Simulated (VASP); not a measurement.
# SbRu: which input changes matter, part 3 of 4

Which changes to a sound input spoil a run on SbRu, which are harmless, and which give a warning? All runs use LDA. The start is a cell from a database of measured crystal structures.

VASP 6.6.1; LDA; plane waves and PAW (Sb, Ru_pv).

Still holding for the runs below: The k-mesh is coarse for a metal.

So far. Step 2 (Reference run): The pressure is -4.05 GPa and the largest force 0.128 eV/Å, so the cell is not at a minimum at these settings. Step 3 (Self-consistent run (LDA) with a changed input): Against the reference run the energy at zero smearing moves by +3.28 meV an atom and the pressure by +0.40 GPa.

## (6) Full relaxation (LDA) with a changed input

Properties are meant for the cell that this level of theory prefers, so cell and atoms are relaxed first (ISIF = 3) until forces and stress are small; EDIFFG sets the threshold. Some settings are moved from the usual, to see what they do.

File INCAR:

```
SYSTEM = SbRu
PREC = Accurate
ENCUT = 400
EDIFF = 1E-06
NELM = 100
ISMEAR = -1
SIGMA = 0.05
LREAL = .FALSE.
ALGO = Normal
GGA = CA
NBANDS = 47
LASPH = .TRUE.
LORBIT = 11
LWAVE = .FALSE.
LCHARG = .FALSE.
KPAR = 8
IBRION = 2
NSW = 60
ISIF = 3
EDIFFG = -0.01
```

File POSCAR:

```
SbRu
1.0
    5.9608000000      0.0000000000      0.0000000000
    0.0000000000      3.7023000000      0.0000000000
    0.0000000000      0.0000000000      6.5797000000
Sb Ru
4 4
Direct
    0.1992000000      0.2500000000      0.5808000000
    0.3008000000      0.7500000000      0.0808000000
    0.6992000000      0.2500000000      0.9192000000
    0.8008000000      0.7500000000      0.4192000000
    0.0053000000      0.2500000000      0.2037000000
    0.4947000000      0.7500000000      0.7037000000
    0.5053000000      0.2500000000      0.2963000000
    0.9947000000      0.7500000000      0.7963000000
```

File KPOINTS:

```
Automatic mesh
0
Gamma
4 6 4
0 0 0
```

PAW data sets: Sb and Ru_pv (LDA family, release 64).

Command:

```bash
$ mpirun -np 8 vasp_std
```

Output:

```text
[... set-up lines as in an earlier step ...]
 entering main loop
       N       E                     dE             d eps       ncg     rms          rms(c)
[... 13 cycles as in an earlier step ...]
   1 F= -.63078289E+02 E0= -.63050281E+02  d E =-.630783E+02
 curvature:   0.00 expect dE= 0.000E+00 dE for cont linesearch  0.000E+00
 trial: gam= 0.00000 g(F)=  0.334E-02 g(S)=  0.273E+00 ort = 0.000E+00 (trialstep = 0.100E+01)
 search vector abs. value=  0.277E+00
 bond charge predicted
       N       E                     dE             d eps       ncg     rms          rms(c)
DAV:   1    -0.687544966480E+02   -0.56762E+01   -0.10881E+02  3552   0.733E+01    0.249E+01
DAV:   2    -0.638024493609E+02    0.49520E+01   -0.38508E+01  3524   0.376E+01    0.855E+00
DAV:   3    -0.630213900954E+02    0.78106E+00   -0.29763E+00  3447   0.107E+01    0.269E+00
DAV:   4    -0.629431073463E+02    0.78283E-01   -0.35911E-01  3795   0.271E+00    0.152E+00
DAV:   5    -0.629430266368E+02    0.80709E-04   -0.26494E-02  4105   0.875E-01    0.119E+00
DAV:   6    -0.629444639124E+02   -0.14373E-02   -0.12195E-02  3859   0.474E-01    0.107E-01
DAV:   7    -0.629443828774E+02    0.81035E-04   -0.97909E-04  3774   0.165E-01    0.699E-02
DAV:   8    -0.629443781410E+02    0.47365E-05   -0.81597E-05  4092   0.469E-02    0.267E-02
DAV:   9    -0.629443781994E+02   -0.58399E-07   -0.13533E-05  3496   0.180E-02    0.126E-02
DAV:  10    -0.629443778362E+02    0.36315E-06   -0.15854E-06  2285   0.635E-03
   2 F= -.62944378E+02 E0= -.62918182E+02  d E =0.133911E+00
[... from here on, the cycles between the ionic steps are left out ...]
   3 F= -.63128009E+02 E0= -.63100698E+02  d E =-.497201E-01
   4 F= -.63128017E+02 E0= -.63100725E+02  d E =-.497275E-01
   5 F= -.63137172E+02 E0= -.63109182E+02  d E =-.915576E-02
   6 F= -.63138820E+02 E0= -.63110395E+02  d E =-.108033E-01
   7 F= -.63143061E+02 E0= -.63114281E+02  d E =-.424059E-02
   8 F= -.63144081E+02 E0= -.63115105E+02  d E =-.526114E-02
   9 F= -.63144105E+02 E0= -.63115240E+02  d E =-.237637E-04
  10 F= -.63145213E+02 E0= -.63116286E+02  d E =-.113149E-02
  11 F= -.63146413E+02 E0= -.63117370E+02  d E =-.120081E-02
  12 F= -.63146728E+02 E0= -.63117576E+02  d E =-.151561E-02
  13 F= -.63146929E+02 E0= -.63117708E+02  d E =-.200973E-03
  14 F= -.63146944E+02 E0= -.63117690E+02  d E =-.215835E-03
  15 F= -.63147028E+02 E0= -.63117785E+02  d E =-.840101E-04
 trial-energy change:   -0.000084  1 .order   -0.000085   -0.000111   -0.000059
 step:   0.4828(harm=  0.4828)  dis= 0.00115  next Energy=   -63.147062 (dE=-0.118E-03)
 bond charge predicted
       N       E                     dE             d eps       ncg     rms          rms(c)
DAV:   1    -0.631472072852E+02   -0.17931E-03   -0.24190E-02  3521   0.154E+00    0.145E-01
DAV:   2    -0.631471157071E+02    0.91578E-04   -0.33644E-03  3865   0.384E-01    0.556E-02
DAV:   3    -0.631470673747E+02    0.48332E-04   -0.20008E-04  3674   0.859E-02    0.224E-02
DAV:   4    -0.631470591126E+02    0.82621E-05   -0.38677E-05  4014   0.305E-02    0.782E-03
DAV:   5    -0.631470592072E+02   -0.94584E-07   -0.20938E-06  2622   0.817E-03
  16 F= -.63147059E+02 E0= -.63117829E+02  d E =-.115215E-03
 curvature:  -0.87 expect dE=-0.520E-04 dE for cont linesearch -0.283E-07
 trial: gam=-0.06560 g(F)=  0.120E-04 g(S)=  0.477E-04 ort =-0.758E-05 (trialstep = 0.277E+00)
 search vector abs. value=  0.683E-04
 reached required accuracy - stopping structural energy minimisation
```

It took 2.5 min on 8 MPI ranks of Intel Xeon Platinum 8488C (Sapphire Rapids), shared host; peak memory 2.5 GiB.

From OUTCAR (step 6):

```text
   NELECT =      76.0000    total number of electrons

 E-fermi :  11.1326

 k-point     1 :       0.0000    0.0000    0.0000
  band No.  band energies     occupation
    ...
     35      10.2063      2.00000
     36      10.3644      2.00000
     37      10.4029      2.00000
     38      10.7572      1.99890
     39      11.0770      1.50482
     40      12.3840      0.00000
     41      13.3442      0.00000
     42      13.7008      0.00000
     43      13.9555      0.00000
     44      14.4522      0.00000
    ...

  Total        0.0343509     -0.0617214     -0.0540895      0.0000000      0.0000000      0.0000000
  in kB        0.3866628     -0.6947530     -0.6088457      0.0000000      0.0000000      0.0000000
  external PRESSURE =      -0.3056453 kB  Pullay stress =       0.0000000 kB

 POSITION                                       TOTAL-FORCE (eV/Angst)
 -----------------------------------------------------------------------------------
      1.15600      0.94270      3.78571        -0.003427      0.000000      0.006216
      1.75331      2.82809      0.54205         0.003427     -0.000000      0.006216
      4.06531      0.94270      5.94526        -0.003427      0.000000     -0.006216
      4.66262      2.82809      2.70161         0.003427     -0.000000     -0.006216
      0.04115      0.94270      1.32558         0.002130     -0.000000      0.002684
      2.86816      2.82809      4.56923        -0.002130      0.000000      0.002684
      2.95045      0.94270      1.91808         0.002130     -0.000000     -0.002684
      5.77747      2.82809      5.16173        -0.002130      0.000000     -0.002684
 -----------------------------------------------------------------------------------
    total drift:                                0.000000      0.000000      0.000000

  FREE ENERGIE OF THE ION-ELECTRON SYSTEM (eV)
  ---------------------------------------------------
  free  energy   TOTEN  =       -63.1470592072 eV

  energy  without entropy=      -63.0885994321  energy(sigma->0) =      -63.11782932

 reached required accuracy - stopping structural energy minimisation

[... 8 parts as in an earlier step ...]

[... 9 further parts left out ...]
```

CONTCAR:

```
SbRu
   1.00000000000000
     5.8186150367726821   -0.0000000000000000    0.0000000000000000
     0.0000000000000000    3.7707861442106005    0.0000000000000000
     0.0000000000000000    0.0000000000000000    6.4873112601270559
  Sb              Ru
     4     4
Direct
     0.1986723003412007    0.2500000000000000    0.5835555016711733
     0.3013276996587994    0.7500000000000000    0.0835555016711801
     0.6986723003412006    0.2500000000000000    0.9164444983288267
     0.8013276996587994    0.7500000000000000    0.4164444983288271
     0.0070713323176778    0.2500000000000000    0.2043337338679362
     0.4929286676823222    0.7500000000000000    0.7043337338679362
     0.5070713323176778    0.2500000000000000    0.2956662661320639
     0.9929286676823222    0.7500000000000000    0.7956662661320638
```

ALGO acts on the way to self-consistency or on speed; a fully converged result doesn't depend on them, though slow mixing can meet EDIFF with the stress still off. The run keeps the 8 symmetry operations of its start, so it cannot find a distortion of lower symmetry.

The steps of the relaxation:

```
step  energy less that of the first step (eV)  largest force (eV/Å)  pressure (GPa)  volume (Å³)
   1                                   0.0000                0.1278           -4.05       145.21
   2                                   0.1339                0.2075           10.00       135.77
   3                                  -0.0497                0.0663            0.22       141.88
   4                                  -0.0497                0.0672            0.38       141.80
   5                                  -0.0589                0.0778            0.18       142.03
   6                                  -0.0605                0.1461            0.07       142.17
   7                                  -0.0648                0.0897           -0.23       142.42
   8                                  -0.0658                0.0661           -0.41       142.59
   9                                  -0.0658                0.0533            0.86       141.69
  10                                  -0.0669                0.0459            0.21       142.14
  11                                  -0.0681                0.0281            0.13       142.22
  12                                  -0.0684                0.0252            0.03       142.30
  13                                  -0.0686                0.0145           -0.11       142.40
  14                                  -0.0687                0.0108           -0.19       142.46
  15                                  -0.0687                0.0087           -0.12       142.40
  16                                  -0.0688                0.0071           -0.03       142.34
```

```
conventional cell, symmetrised  before  after  change
                         a (Å)   5.961  5.819  -2.4 %
                         b (Å)   3.702  3.771  +1.8 %
                         c (Å)   6.580  6.487  -1.4 %
              volume (Å³/atom)   18.15  17.79  -2.0 %
```

The atoms that moved most (Å, as changes of fractional coordinates times the final cell):

```
atom      dx     dy      dz  length
 Sb3  -0.003  0.000  -0.018   0.018
 Sb1  -0.003  0.000   0.018   0.018
 Sb4   0.003  0.000  -0.018   0.018
 Sb2   0.003  0.000   0.018   0.018
 Ru8  -0.010  0.000  -0.004   0.011
 Ru7   0.010  0.000  -0.004   0.011
 Ru5   0.010  0.000   0.004   0.011
 Ru6  -0.010  0.000   0.004   0.011
```

Final coordinates:

```
Sb Ru
1.0
     5.81862    0.00000    0.00000
     0.00000    3.77079    0.00000
     0.00000    0.00000    6.48731
Sb Ru
4 4
Direct
  0.19867 0.25000 0.58356
  0.30133 0.75000 0.08356
  0.69867 0.25000 0.91644
  0.80133 0.75000 0.41644
  0.00707 0.25000 0.20433
  0.49293 0.75000 0.70433
  0.50707 0.25000 0.29567
  0.99293 0.75000 0.79567
```

Numbers from this step:

```yaml
free_energy_toten: -63.1471 eV
energy_at_zero_smearing: -63.1178 eV
fermi_energy: 11.13 eV
pressure: -0.03056 GPa
scf_cycles_over_all_ionic_steps: 112
```

It ends with a largest force of 0.007 eV/Å and a pressure of -0.03 GPa.

## (7) Relaxing cell and atoms (LDA) with a changed input

This run is made with a changed input; what comes of it follows.

INCAR: that of step 6 with these lines changed.

```diff
@@ -4,3 +4,3 @@
 EDIFF = 1E-06
-NELM = 100
+NELM = 86
 ISMEAR = -1
@@ -8,3 +8,3 @@
 LREAL = .FALSE.
-ALGO = Normal
+ALGO = Eigenval
 GGA = CA
@@ -17,3 +17,3 @@
 IBRION = 2
-NSW = 60
+NSW = 30
 ISIF = 3
```

POSCAR is that of step 6.

KPOINTS is that of step 6.

Command:

```bash
$ mpirun -np 8 vasp_std
```

Output:

```text
[... set-up lines as in an earlier step ...]
 entering main loop
       N       E                     dE             d eps       ncg     rms          rms(c)
EIG:   1     0.458185792215E+04    0.45819E+04    0.00000E+00     0   0.000E+00
EIG:   2     0.458185792215E+04   -0.78217E-10    0.00000E+00     0   0.000E+00
EIG:   3     0.458185792215E+04   -0.13642E-10    0.00000E+00     0   0.000E+00
EIG:   4     0.458185792215E+04    0.59117E-10    0.00000E+00     0   0.000E+00
EIG:   5     0.458185792215E+04   -0.18190E-11    0.00000E+00     0   0.000E+00    0.489E+02
EIG:   6     0.552111468313E+04    0.93926E+03    0.00000E+00     0   0.000E+00    0.295E+02
EIG:   7     0.626727386827E+04    0.74616E+03    0.00000E+00     0   0.000E+00    0.124E+01
EIG:   8     0.628819431354E+04    0.20920E+02    0.00000E+00     0   0.000E+00    0.121E+00
EIG:   9     0.628848468492E+04    0.29037E+00    0.00000E+00     0   0.000E+00    0.624E-01
EIG:  10     0.628855803763E+04    0.73353E-01    0.00000E+00     0   0.000E+00    0.837E-02
EIG:  11     0.628855901788E+04    0.98026E-03    0.00000E+00     0   0.000E+00    0.236E-02
EIG:  12     0.628855910193E+04    0.84052E-04    0.00000E+00     0   0.000E+00    0.326E-03
EIG:  13     0.628855910252E+04    0.58615E-06    0.00000E+00     0   0.000E+00
 [... a notice as in an earlier step ...]

   1 F= 0.62885591E+04 E0= 0.62885699E+04  d E =0.628856E+04
[... from here on, the cycles between the ionic steps are left out ...]
   2 F= 0.74046617E+04 E0= 0.74047778E+04  d E =0.111610E+04
   3 F= 0.72635215E+04 E0= 0.72636397E+04  d E =0.974962E+03
   5 F= 0.66076678E+04 E0= 0.66077218E+04  d E =0.319109E+03
   7 F= 0.59954361E+04 E0= 0.59954488E+04  d E =-.293123E+03
   9 F= 0.68092056E+04 E0= 0.68092571E+04  d E =0.855688E+03
  11 F= 0.63204420E+04 E0= 0.63204732E+04  d E =0.366925E+03
  13 F= 0.57847295E+04 E0= 0.57847531E+04  d E =-.168788E+03
  15 F= 0.67048513E+04 E0= 0.67048651E+04  d E =0.101400E+04
  17 F= 0.55314573E+04 E0= 0.55314691E+04  d E =-.159390E+03
  19 F= 0.54536634E+04 E0= 0.54536707E+04  d E =-.739733E+02
  21 F= 0.54281911E+04 E0= 0.54282012E+04  d E =-.994456E+02
  23 F= 0.53750756E+04 E0= 0.53750827E+04  d E =-.531154E+02
  25 F= 0.53718401E+04 E0= 0.53718460E+04  d E =-.147163E+01
  27 F= 0.53657177E+04 E0= 0.53657252E+04  d E =-.759406E+01
  29 F= 0.53634180E+04 E0= 0.53634254E+04  d E =-.229966E+01
  30 F= 0.53615016E+04 E0= 0.53615079E+04  d E =-.421614E+01
[...]
```

The job ended after 2 min (8 MPI ranks; peak memory 2.4 GiB).

Parts of OUTCAR (step 7):

```text
 k-point     1 :       0.0000    0.0000    0.0000
  band No.  band energies     occupation
    ...
     32      24.4815      2.00000
     33      23.3366      2.00000
     34      23.4336      2.00000
     35      20.1910      2.00000
     36      12.4910      2.00000
     37      17.7138      2.00000
     38       8.1621      2.00000
     39      22.0011      2.00000
     40      14.8189      2.00000
     41       5.1454      2.00000
    ...

  Total       13.7336403    -19.6258648    -68.6608676      0.0000000      0.0000000      0.0000000
  in kB       64.9165865    -92.7681315   -324.5482662      0.0000000      0.0000000      0.0000000
  external PRESSURE =    -117.4666037 kB  Pullay stress =       0.0000000 kB

 POSITION                                       TOTAL-FORCE (eV/Angst)
 -----------------------------------------------------------------------------------
      7.44427      1.23612      5.41920         2.302055      0.000000     -5.924117
      3.72657      3.70837      0.81669        -2.302055     -0.000000     -5.924117
      3.72066      1.23612      8.38832         2.302055      0.000000      5.924117
      0.00296      3.70837      3.78582        -2.302055     -0.000000      5.924117
      0.37697      1.23612      1.40196         9.194995      0.000000     -3.836393
      3.34664      3.70837      6.00446        -9.194995     -0.000000     -3.836393
      4.10059      1.23612      3.20055         9.194995      0.000000      3.836393
      7.07025      3.70837      7.80305        -9.194995     -0.000000      3.836393
 -----------------------------------------------------------------------------------
    total drift:                                0.000000      0.000000     -0.000000

  FREE ENERGIE OF THE ION-ELECTRON SYSTEM (eV)
  ---------------------------------------------------
  free  energy   TOTEN  =      5361.5015582187 eV

  energy  without entropy=     5361.5142552662  energy(sigma->0) =     5361.50790674

[... 8 parts as in an earlier step ...]

[... 11 further parts left out ...]
[key lines of the parts left out:]
E-fermi :  45.5960
```

CONTCAR:

```
SbRu
   1.00000000000000
     7.4472265834300044    0.0000000000000000    0.0000000000000000
    -0.0000000000000000    4.9444916313083338    0.0000000000000000
     0.0000000000000000    0.0000000000000000    9.2050120741664099
  Sb              Ru
     4     4
Direct
     0.9996029913002978    0.2500000000000000    0.5887224125798605
     0.5003970086997023    0.7500000000000000    0.0887224125798677
     0.4996029913002977    0.2500000000000000    0.9112775874201395
     0.0003970086997023    0.7500000000000000    0.4112775874201396
     0.0506191494970009    0.2500000000000000    0.1523037868223599
     0.4493808505029991    0.7500000000000000    0.6523037868223598
     0.5506191494970013    0.2500000000000000    0.3476962131776400
     0.9493808505029987    0.7500000000000000    0.8476962131776402
```

The relaxation used up its NSW steps before forces and stress met EDIFFG.

The fault in the input: no self-consistency without orbitals (ALGO = "Eigenval"). This ALGO needs a converged WAVECAR; use ALGO = Normal first.

## (8) A single point (LDA) with a changed input

A single point gives energy, forces and stress at these settings. Some settings are moved from the usual, to see what they do.

File INCAR:

```
SYSTEM = SbRu
PREC = Low
ENCUT = 400
EDIFF = 1E-06
NELM = 100
ISMEAR = -1
SIGMA = 0.05
LREAL = .FALSE.
ALGO = Normal
GGA = CA
NBANDS = 47
LASPH = .TRUE.
LORBIT = 11
LWAVE = .FALSE.
LCHARG = .FALSE.
KPAR = 8
ISIF = 2
```

POSCAR is that of step 7.

KPOINTS is that of step 7.

Command:

```bash
$ mpirun -np 8 vasp_std
```

Output:

```text
[... set-up lines as in an earlier step ...]
 entering main loop
       N       E                     dE             d eps       ncg     rms          rms(c)
DAV:   1     0.657571151543E+03    0.65757E+03   -0.35234E+04  4056   0.126E+03
DAV:   2    -0.277137823597E+02   -0.68528E+03   -0.66322E+03  3879   0.381E+02
DAV:   3    -0.632857432673E+02   -0.35572E+02   -0.34368E+02  4112   0.837E+01
DAV:   4    -0.641783809407E+02   -0.89264E+00   -0.88981E+00  3836   0.134E+01
DAV:   5    -0.642006104260E+02   -0.22229E-01   -0.22225E-01  4697   0.229E+00    0.202E+01
DAV:   6    -0.633910163601E+02    0.80959E+00   -0.35884E+00  3729   0.113E+01    0.754E+00
DAV:   7    -0.631813170452E+02    0.20970E+00   -0.10991E+00  3672   0.539E+00    0.589E+00
DAV:   8    -0.630775514041E+02    0.10377E+00   -0.40816E-01  3755   0.384E+00    0.383E-01
DAV:   9    -0.630768334008E+02    0.71800E-03   -0.11793E-02  3939   0.471E-01    0.221E-01
DAV:  10    -0.630762202643E+02    0.61314E-03   -0.18235E-03  3951   0.270E-01    0.557E-02
DAV:  11    -0.630761837546E+02    0.36510E-04   -0.16884E-04  3839   0.655E-02    0.168E-02
DAV:  12    -0.630761849687E+02   -0.12141E-05   -0.13354E-05  3710   0.185E-02    0.585E-03
DAV:  13    -0.630761848918E+02    0.76870E-07   -0.19926E-06  2401   0.890E-03
   1 F= -.63076185E+02 E0= -.63048178E+02  d E =-.560136E-01
```

Elapsed: 9.2 s, on 8 MPI ranks; peak memory 1.7 GiB; 65 s of CPU time.

Parts of OUTCAR (step 8):

```text
   NELECT =      76.0000    total number of electrons

 E-fermi :  10.8066

 k-point     1 :       0.0000    0.0000    0.0000
  band No.  band energies     occupation
    ...
     35      10.0121      2.00000
     36      10.1484      2.00000
     37      10.1621      1.99999
     38      10.4595      1.99807
     39      10.7180      1.70908
     40      11.8036      0.00000
     41      12.8728      0.00000
     42      13.2074      0.00000
     43      13.8160      0.00000
     44      14.0460      0.00000
    ...

  Total       -5.0347913     -1.8673554     -3.9781824      0.0000000      0.0000000      0.0000000
  in kB      -55.5532933    -20.6041792    -43.8947953      0.0000000      0.0000000      0.0000000
  external PRESSURE =     -40.0174226 kB  Pullay stress =       0.0000000 kB

 POSITION                                       TOTAL-FORCE (eV/Angst)
 -----------------------------------------------------------------------------------
      1.18739      0.92558      3.82149         0.065317     -0.000000     -0.110295
      1.79301      2.77672      0.53164        -0.065317      0.000000     -0.110295
      4.16779      0.92558      6.04806         0.065317     -0.000000      0.110295
      4.77341      2.77672      2.75821        -0.065317     -0.000000      0.110295
      0.03159      0.92558      1.34028         0.004984      0.000000      0.031520
      2.94881      2.77672      4.63013        -0.004984     -0.000000      0.031520
      3.01199      0.92558      1.94957         0.004984     -0.000000     -0.031520
      5.92921      2.77672      5.23942        -0.004984     -0.000000     -0.031520
 -----------------------------------------------------------------------------------
    total drift:                                0.000000      0.000000      0.000000

  FREE ENERGIE OF THE ION-ELECTRON SYSTEM (eV)
  ---------------------------------------------------
  free  energy   TOTEN  =       -63.0761848918 eV

  energy  without entropy=      -63.0201713312  energy(sigma->0) =      -63.04817811

[... 8 parts as in an earlier step ...]

[... 9 further parts left out ...]
```

The run converged, and its energy and pressure stay near those of the sound run.

Against the sound run on this cell (reference run) the energy at zero smearing moves by +0.3 meV an atom and the pressure by +0.05 GPa.

Settings moved from the usual: PREC = Low.

PREC = Low changes the FFT grids.

[end of part 3 of 4]

[Lines on the potential files, build, host, timing and source positions are cut from VASP's logs without a mark.]

[Logs are printed without paths, hosts, clocks, repeated set-up lines and the standing remarks that a program may print on its own settings, such as how far it seeks lower states.]

[Hosts, paths, dates, database ids (printed as entryN), source tags and the programs' standing remarks are cut or masked in the printed files.]

[A measured line is paired with the nearest computed mode of its activity, which favours agreement.]

[In band tables of VASP the shares of atoms and orbitals are scaled to a sum of 1 inside the atoms' spheres.]
